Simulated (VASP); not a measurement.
**Driving VASP from ASE on Cu**

Do ASE scripts that read Cu from different structure formats give one answer, and do several routes find one equilibrium volume? All runs use PBEsol. Left out of this account: at least 1 further run (self-consistent run: a reference on another mesh). This is not the structure that Cu takes at ambient conditions. The start is a computed cell from the Materials Project.

Main program and level: VASP 6.6.1; PBEsol; plane waves and PAW (Cu).

The starting crystal is not the ambient structure of Cu (fcc); it is a model or a phase of other conditions.

### Step 1. The structure

The structure is hexagonal, space group P6_3/mmc (No. 194). The conventional cell has a = 2.531 Å, b = 2.531 Å, c = 8.262 Å, α = 90.00°, β = 90.00°, γ = 120.00°. Nearest to Cu lie 12 Cu at 2.53 Å. Nearest to Cu lie 12 Cu at 2.53 Å.

Coordinates:

```
Cu
1.0
     2.53076    0.00000    0.00000
    -1.26538    2.19171    0.00000
     0.00000    0.00000    8.26182
Cu
4
Cartesian
  0.0000 0.0000 0.0000
  0.0000 1.4611 2.0655
  0.0000 0.0000 4.1309
  1.2654 0.7306 6.1964
```

### Step 2. Self-consistent run (PBEsol, through ASE)

A single point through ASE, with the structure typed into the script.

Input file run.py:

```python
import numpy as np
from ase.calculators.vasp import Vasp
from ase import Atoms
from ase.dft.bandgap import bandgap

atoms = Atoms(['Cu', 'Cu', 'Cu', 'Cu'],
              cell=[[2.53076403, 0.0, 0.0], [-1.26538201, 2.19170594, 0.0], [0.0, 0.0, 8.26181508]],
              scaled_positions=[[0.0, 0.0, 0.0], [0.33333333, 0.66666667, 0.25], [0.0, 0.0, 0.5], [0.66666667, 0.33333333, 0.75]],
              pbc=True)

calc = Vasp(
    xc='pbesol',
    pp='PBE',
    prec='Accurate',
    encut=400,
    ediff=1e-06,
    nelm=100,
    ismear=-1,
    sigma=0.05,
    lreal=False,
    algo='Normal',
    nbands=28,
    lasph=True,
    lorbit=11,
    lwave=False,
    lcharg=False,
    kpar=4,
    isif=2,
    pp_version='64',
    setups={'Cu': ''},
    kpts=(14, 14, 4),
    gamma=True,
    txt='vasp.out',
)
atoms.calc = calc

print("energy (eV):", round(atoms.get_potential_energy(), 6))
print("Fermi level (eV):", round(calc.get_fermi_level(), 4))
print("forces (eV/A):")
print(np.round(atoms.get_forces(), 4))
print("stress (GPa, Voigt, tension positive):", np.round(atoms.get_stress() * 160.21766, 3))
gap, p1, p2 = bandgap(calc, direct=False)
print("gap on the mesh (eV):", round(gap, 4))
```

Potentials, in the order of the species: Cu (PBE family, release 64).

On the command line:

```console
export ASE_VASP_COMMAND="mpirun -np 4 vasp_std"
python run.py
```

Output:

```text
energy (eV): -17.209432
Fermi level (eV): 7.6836
forces (eV/A):
[[ 0.  0.  0.]
 [-0. -0. -0.]
 [ 0.  0.  0.]
 [-0.  0. -0.]]
stress (GPa, Voigt, tension positive): [ 2.016  2.016  2.046  0.    -0.     0.   ]
gap on the mesh (eV): 0.0
```

It took 37 s on 4 MPI ranks of AMD EPYC 7R43, shared host; peak memory 0.54 GiB; 2.3 min of CPU time.

Lines that name or quote the potential files are left out of all logs, and their timing lines are given in words.

ASE turned this into the INCAR:

```
ENCUT = 400.000000
SIGMA = 0.050000
EDIFF = 1.00e-06
ALGO = Normal
GGA = PS
PREC = Accurate
ISIF = 2
ISMEAR = -1
KPAR = 4
LORBIT = 11
NBANDS = 28
NELM = 100
LASPH = .TRUE.
LCHARG = .FALSE.
LWAVE = .FALSE.
LREAL = .FALSE.
```

The KPOINTS that ASE wrote:

```
KPOINTS created by Atomic Simulation Environment
0
Gamma
14 14 4
0 0 0
```

VASP's own log, vasp.out:

```text
[banner, memory and clock lines left out]
running    4 mpi-ranks, on    1 nodes
 distrk:  each k-point on    1 cores,    4 groups
 distr:  one band on    1 cores,    1 groups

 POSCAR found type information on POSCAR Cu
 POSCAR found :  1 types and       4 ions
|                                                                             |
|               ----> ADVICE to this user running VASP <----                  |
|                                                                             |
|     You enforced a specific xc type in the INCAR file but a different       |
|     [... a line on the potential file left out ...]
|     I HOPE YOU KNOW WHAT YOU ARE DOING!                                     |
|                                                                             |

 LDA part: xc-table for (Slater+PW92), standard interpolation
 POSCAR, INCAR and KPOINTS ok, starting setup
 FFT: planning ... GRIDC
 FFT: planning ... GRID_SOFT
 FFT: planning ... GRID
 WAVECAR not read
 entering main loop
       N       E                     dE             d eps       ncg     rms          rms(c)
DAV:   1     0.308050934124E+03    0.30805E+03   -0.16971E+04  4232   0.235E+03
DAV:   2     0.236065036536E+01   -0.30569E+03   -0.29703E+03  4036   0.382E+02
DAV:   3    -0.210936783212E+02   -0.23454E+02   -0.22449E+02  4312   0.158E+02
DAV:   4    -0.215961670696E+02   -0.50249E+00   -0.50159E+00  4556   0.309E+01
DAV:   5    -0.216032873693E+02   -0.71203E-02   -0.71199E-02  5032   0.354E+00    0.168E+01
DAV:   6    -0.188345734078E+02    0.27687E+01   -0.40574E+01  4344   0.135E+02    0.833E+00
DAV:   7    -0.172592895695E+02    0.15753E+01   -0.73016E+00  4440   0.559E+01    0.863E-01
DAV:   8    -0.172298330161E+02    0.29457E-01   -0.15591E-01  4996   0.579E+00    0.892E-01
DAV:   9    -0.172201192444E+02    0.97138E-02   -0.11819E-02  4588   0.382E+00    0.523E-01
DAV:  10    -0.172155538686E+02    0.45654E-02   -0.14262E-02  4532   0.251E+00    0.302E-02
DAV:  11    -0.172157018263E+02   -0.14796E-03   -0.12343E-03  4704   0.510E-01    0.481E-02
DAV:  12    -0.172156661450E+02    0.35681E-04   -0.10442E-04  4520   0.205E-01    0.781E-03
DAV:  13    -0.172156665111E+02   -0.36601E-06   -0.12705E-05  5464   0.506E-02    0.330E-03
DAV:  14    -0.172156664588E+02    0.52282E-07   -0.88536E-07  2340   0.239E-02
   1 F= -.17215666E+02 E0= -.17209432E+02  d E =-.124695E-01
```

Parts of OUTCAR (step 2):

```text
ion  position               nearest neighbor table
   1  0.000  0.000  0.000-   2 2.53   4 2.53   2 2.53   4 2.53   4 2.53   2 2.53
   2  0.333  0.667  0.250-   1 2.53   3 2.53   1 2.53   3 2.53   1 2.53   3 2.53
   3  0.000  0.000  0.500-   2 2.53   4 2.53   2 2.53   4 2.53   4 2.53   2 2.53
   4  0.667  0.333  0.750-   1 2.53   3 2.53   1 2.53   3 2.53   1 2.53   3 2.53

  LATTYP: Found a hexagonal cell.
 ALAT       =     2.5307640300
 C/A-ratio  =     3.2645537008

 Subroutine GETGRP returns: Found 24 space group operations
 (whereof 12 operations were pure point group operations)

The static configuration has the point symmetry D_3d.
 The point group associated with its full space group is D_6h.

 Found     72 irreducible k-points:

   k-points           NKPTS =     72   k-points in BZ     NKDIM =     72   number of bands    NBANDS=     28

   dimension x,y,z NGX =    18 NGY =   18 NGZ =   54
   dimension x,y,z NGXF=    36 NGYF=   36 NGZF=  108

   ENCUT  =  400.0 eV  29.40 Ry    5.42 a.u.   4.13  4.13 13.47*2*pi/ulx,y,z

   NELECT =      44.0000    total number of electrons

 k-points in reciprocal lattice and weights: KPOINTS created by Atomic Simulation Env
   0.00000000  0.00000000  0.00000000       0.001
   0.07142857  0.00000000  0.00000000       0.008
   0.14285714  0.00000000  0.00000000       0.008
   0.21428571 -0.00000000  0.00000000       0.008
   0.28571429  0.00000000  0.00000000       0.008
   0.35714286  0.00000000  0.00000000       0.008
   0.42857143 -0.00000000  0.00000000       0.008
   0.50000000  0.00000000  0.00000000       0.004
   0.07142857  0.07142857  0.00000000       0.008
[...]
0.28571429  0.28571429  0.50000000       0.008
   0.35714286  0.28571429  0.50000000       0.008

 average (electrostatic) potential at core
       1 -63.2688       2 -63.2542       3 -63.2688       4 -63.2542

 E-fermi :   7.6836

 k-point     1 :       0.0000    0.0000    0.0000
  band No.  band energies     occupation
    ...
     20       5.7909      2.00000
     21       5.7909      2.00000
     22       6.0899      2.00000
     23       6.0899      2.00000
     24       6.6551      2.00000
     25      11.6780      0.00000
     26      20.4621      0.00000
     27      20.4631      0.00000
     28      29.1919      0.00000

 k-point     2 :       0.0714    0.0000    0.0000
  band No.  band energies     occupation
    ...
     20       5.7268      2.00000
     21       5.7854      2.00000
     22       5.8323      2.00000
     23       6.0972      2.00000
     24       7.4031      1.99270
     25      11.7204      0.00000
     26      20.5931      0.00000
     27      20.5943      0.00000
     28      26.8363      0.00000

 k-point     3 :       0.1429    0.0000    0.0000
  band No.  band energies     occupation
    ...
     19       5.6667      2.00000
     20       5.7751      2.00000
     21       5.9081      2.00000
     22       5.9564      2.00000
     23       6.1163      2.00000
     24       8.5388      0.00000
     25      11.8626      0.00000
     26      20.9690      0.00000
     27      20.9735      0.00000
     28      23.3247      0.00000

  Total       -0.5766227     -0.5766227     -0.5851952     -0.0000000      0.0000000      0.0000000
  in kB      -20.1601097    -20.1601096    -20.4598271     -0.0000000      0.0000000      0.0000000
  external PRESSURE =     -20.2600155 kB  Pullay stress =       0.0000000 kB

  energy-cutoff  :      400.00
  volume of cell :       45.83
      direct lattice vectors                 reciprocal lattice vectors
     2.530764030  0.000000000  0.000000000     0.395137590  0.228132793  0.000000000
    -1.265382010  2.191705940  0.000000000     0.000000000  0.456265588  0.000000000
     0.000000000  0.000000000  8.261815080     0.000000000  0.000000000  0.121038778

 POSITION                                       TOTAL-FORCE (eV/Angst)
 -----------------------------------------------------------------------------------
      0.00000      0.00000      0.00000         0.000000      0.000000      0.000000
     -0.00000      1.46114      2.06545        -0.000000     -0.000000     -0.000000
      0.00000      0.00000      4.13091         0.000000      0.000000      0.000000
      1.26538      0.73057      6.19636        -0.000000      0.000000     -0.000000
 -----------------------------------------------------------------------------------
    total drift:                               -0.000000      0.000000      0.000000

  FREE ENERGIE OF THE ION-ELECTRON SYSTEM (eV)
  ---------------------------------------------------
  free  energy   TOTEN  =       -17.2156664588 eV

  energy  without entropy=      -17.2031969186  energy(sigma->0) =      -17.20943169

 total charge
# of ion       s       p       d       tot
------------------------------------------
    1        0.462   0.407   9.169  10.038
    2        0.461   0.409   9.169  10.039
    3        0.462   0.407   9.169  10.038
    4        0.461   0.409   9.169  10.039
--------------------------------------------------
tot          1.845   1.632  36.676  40.153

[... 3 further parts left out ...]
```

The PAW data sets were made with PBE, which is usual practice but a small mismatch for other functionals. At this level the cell is under a tension of 2.0 GPa, so at these settings it is away from equilibrium.

Numbers from this step:

- SCF cycles: 14
- electrons: 44
- bands: 28
- irreducible k-points: 72
- symmetry operations: 24
- free energy (TOTEN): -17.22 eV
- energy at zero smearing: -17.21 eV
- Fermi energy: 7.684 eV
- pressure: -2.026 GPa
- metallic, judged on the points sampled: yes

The pressure is -2.03 GPa and the largest force 0.000 eV/Å, so the cell is not at a minimum at these settings.

### Step 3. Self-consistent run (PBEsol, through ASE), try 2

The single point through ASE, with the structure read from a CIF with its space group. The mesh changes to 9×9×3, so this is no clean test of the format.

run.py, as its differences from that of step 2:

```diff
@@ -2,9 +2,6 @@
 from ase.calculators.vasp import Vasp
-from ase import Atoms
+from ase.io import read
 from ase.dft.bandgap import bandgap
 
-atoms = Atoms(['Cu', 'Cu', 'Cu', 'Cu'],
-              cell=[[2.53076403, 0.0, 0.0], [-1.26538201, 2.19170594, 0.0], [0.0, 0.0, 8.26181508]],
-              scaled_positions=[[0.0, 0.0, 0.0], [0.33333333, 0.66666667, 0.25], [0.0, 0.0, 0.5], [0.66666667, 0.33333333, 0.75]],
-              pbc=True)
+atoms = read('Cu.cif')
 
@@ -30,3 +27,3 @@
     setups={'Cu': ''},
-    kpts=(14, 14, 4),
+    kpts=(9, 9, 3),
     gamma=True,
```

Input file Cu.cif:

```cif
data_Cu
_cell_length_a 2.53076403
_cell_length_b 2.53076403
_cell_length_c 8.26181508
_cell_angle_alpha 90.00000000
_cell_angle_beta 90.00000000
_cell_angle_gamma 120.00000000
_space_group_name_H-M_alt 'P6_3/mmc'
_space_group_name_Hall '-P 6c 2c'
_space_group_IT_number 194
loop_
_space_group_symop_operation_xyz
'x,y,z'
'-x,-y,-z'
'x-y,x,z+1/2'
'-x+y,-x,-z+1/2'
'-y,x-y,z'
'y,-x+y,-z'
'-x,-y,z+1/2'
'x,y,-z+1/2'
'-x+y,-x,z'
'x-y,x,-z'
'y,-x+y,z+1/2'
'-y,x-y,-z+1/2'
'-y,-x,-z+1/2'
'y,x,z+1/2'
'-x,-x+y,-z'
'x,x-y,z'
'-x+y,y,-z+1/2'
'x-y,-y,z+1/2'
'y,x,-z'
'-y,-x,z'
'x,x-y,-z+1/2'
'-x,-x+y,z+1/2'
'x-y,-y,-z'
'-x+y,y,z'
loop_
_atom_site_label
_atom_site_type_symbol
_atom_site_symmetry_multiplicity
_atom_site_Wyckoff_symbol
_atom_site_fract_x
_atom_site_fract_y
_atom_site_fract_z
_atom_site_occupancy
Cu1 Cu 2 a 0.0000000000 0.0000000000 0.0000000000 1
Cu2 Cu 2 c 0.3333333333 0.6666666667 0.2500000000 1
```

Output:

```text
energy (eV): -17.23058
Fermi level (eV): 7.7737
forces (eV/A):
[[ 0. -0.  0.]
 [ 0. -0.  0.]
 [-0.  0.  0.]
 [ 0. -0. -0.]]
stress (GPa, Voigt, tension positive): [ 2.438  2.438  0.944  0.    -0.     0.   ]
gap on the mesh (eV): 0.0
```

Elapsed: 17 s, on 4 MPI ranks; peak memory 0.45 GiB.

The INCAR that ASE wrote:

```
ENCUT = 400.000000
SIGMA = 0.050000
EDIFF = 1.00e-06
ALGO = Normal
GGA = PS
PREC = Accurate
ISIF = 2
ISMEAR = -1
KPAR = 4
LORBIT = 11
NBANDS = 28
NELM = 100
LASPH = .TRUE.
LCHARG = .FALSE.
LWAVE = .FALSE.
LREAL = .FALSE.
```

ASE turned this into the KPOINTS:

```
KPOINTS created by Atomic Simulation Environment
0
Gamma
9 9 3
0 0 0
```

vasp.out:

```text
[banner, memory and clock lines left out]
running    4 mpi-ranks, on    1 nodes
 distrk:  each k-point on    1 cores,    4 groups
 distr:  one band on    1 cores,    1 groups

 POSCAR found type information on POSCAR Cu
 POSCAR found :  1 types and       4 ions
 [... a notice as in an earlier step ...]

 LDA part: xc-table for (Slater+PW92), standard interpolation
 POSCAR, INCAR and KPOINTS ok, starting setup
 FFT: planning ... GRIDC
 FFT: planning ... GRID_SOFT
 FFT: planning ... GRID
 WAVECAR not read
 entering main loop
       N       E                     dE             d eps       ncg     rms          rms(c)
DAV:   1     0.301382808067E+03    0.30138E+03   -0.17170E+04  1440   0.236E+03
DAV:   2     0.184706328398E+01   -0.29954E+03   -0.29054E+03  1348   0.377E+02
DAV:   3    -0.211157504443E+02   -0.22963E+02   -0.21745E+02  1468   0.157E+02
DAV:   4    -0.216216183576E+02   -0.50587E+00   -0.50502E+00  1536   0.308E+01
DAV:   5    -0.216284277558E+02   -0.68094E-02   -0.68090E-02  1708   0.342E+00    0.168E+01
DAV:   6    -0.188438897505E+02    0.27845E+01   -0.40408E+01  1444   0.134E+02    0.827E+00
DAV:   7    -0.172798581774E+02    0.15640E+01   -0.72108E+00  1472   0.558E+01    0.889E-01
DAV:   8    -0.172528000210E+02    0.27058E-01   -0.16709E-01  1760   0.947E+00    0.948E-01
DAV:   9    -0.172437515484E+02    0.90485E-02   -0.31238E-02  1524   0.731E+00    0.622E-01
DAV:  10    -0.172370574042E+02    0.66941E-02   -0.12857E-02  1548   0.223E+00    0.104E-01
DAV:  11    -0.172369663349E+02    0.91069E-04   -0.10231E-03  2084   0.560E-01    0.461E-02
DAV:  12    -0.172369436347E+02    0.22700E-04   -0.27476E-04  1536   0.378E-01    0.115E-02
DAV:  13    -0.172369434701E+02    0.16466E-06   -0.33000E-05  1532   0.127E-01    0.573E-03
DAV:  14    -0.172369431646E+02    0.30543E-06   -0.21784E-06   996   0.739E-02
   1 F= -.17236943E+02 E0= -.17230580E+02  d E =-.127266E-01
```

Parts of OUTCAR (step 3):

```text
 Found     24 irreducible k-points:

   k-points           NKPTS =     24   k-points in BZ     NKDIM =     24   number of bands    NBANDS=     28

   NELECT =      44.0000    total number of electrons

 E-fermi :   7.7737

 k-point     1 :       0.0000    0.0000    0.0000
  band No.  band energies     occupation
    ...
     20       5.7961      2.00000
     21       5.7961      2.00000
     22       6.0875      2.00000
     23       6.0876      2.00000
     24       6.6561      2.00000
     25      11.6766      0.00000
     26      20.4617      0.00000
     27      20.4624      0.00000
     28      29.1891      0.00000

 k-point     2 :       0.1111   -0.0000    0.0000
  band No.  band energies     occupation
    ...
     19       5.6471      2.00000
     20       5.7833      2.00000
     21       5.8106      2.00000
     22       5.8960      2.00000
     23       6.1048      2.00000
     24       8.0107      0.01731
     25      11.7837      0.00000
     26      20.7753      0.00000
     27      20.7765      0.00000
     28      24.8710      0.00000

  Total       -0.6973506     -0.6973506     -0.2700443      0.0000000      0.0000000      0.0000000
  in kB      -24.3810469    -24.3810469     -9.4413948      0.0000000      0.0000000      0.0000000
  external PRESSURE =     -19.4011629 kB  Pullay stress =       0.0000000 kB

  energy-cutoff  :      400.00
  volume of cell :       45.83
      direct lattice vectors                 reciprocal lattice vectors
     2.530764030  0.000000000  0.000000000     0.395137590  0.228132794  0.000000000
    -1.265382015  2.191705941  0.000000000     0.000000000  0.456265588  0.000000000
     0.000000000  0.000000000  8.261815080     0.000000000  0.000000000  0.121038778

 POSITION                                       TOTAL-FORCE (eV/Angst)
 -----------------------------------------------------------------------------------
      0.00000      0.00000      0.00000         0.000000     -0.000000      0.000000
      0.00000      0.00000      4.13091         0.000000     -0.000000      0.000000
     -0.00000      1.46114      2.06545        -0.000000      0.000000      0.000000
      1.26538      0.73057      6.19636         0.000000     -0.000000     -0.000000
 -----------------------------------------------------------------------------------
    total drift:                                0.000000     -0.000000      0.000000

  FREE ENERGIE OF THE ION-ELECTRON SYSTEM (eV)
  ---------------------------------------------------
  free  energy   TOTEN  =       -17.2369431646 eV

  energy  without entropy=      -17.2242165346  energy(sigma->0) =      -17.23057985

 total charge
# of ion       s       p       d       tot
------------------------------------------
    1        0.462   0.409   9.168  10.039
    2        0.462   0.409   9.168  10.039
    3        0.462   0.408   9.169  10.038
    4        0.462   0.408   9.169  10.038
--------------------------------------------------
tot          1.847   1.633  36.674  40.154

[... 5 parts as in an earlier step ...]

[... 7 further parts left out ...]
```

The k-mesh is coarse for a metal.

Numbers from this step:

```
irreducible k-points    : 24
free energy (TOTEN)     : -17.24 eV
energy at zero smearing : -17.23 eV
Fermi energy            : 7.774 eV
pressure                : -1.940 GPa
```

The energy lies -5.29 meV an atom from the first script, on another mesh.

(Part 1 of 3 ends here.)

[Lines on the potential files, build, host, timing and source positions are cut from VASP's logs without a mark.]

[Logs are printed without paths, hosts, clocks, repeated set-up lines and the standing remarks that a program may print on its own settings, such as how far it seeks lower states.]

[Hosts, paths, dates, database ids (printed as entryN), source tags and the programs' standing remarks are cut or masked in the printed files.]

[A measured line is paired with the nearest computed mode of its activity, which favours agreement.]

[In band tables of VASP the shares of atoms and orbitals are scaled to a sum of 1 inside the atoms' spheres.]
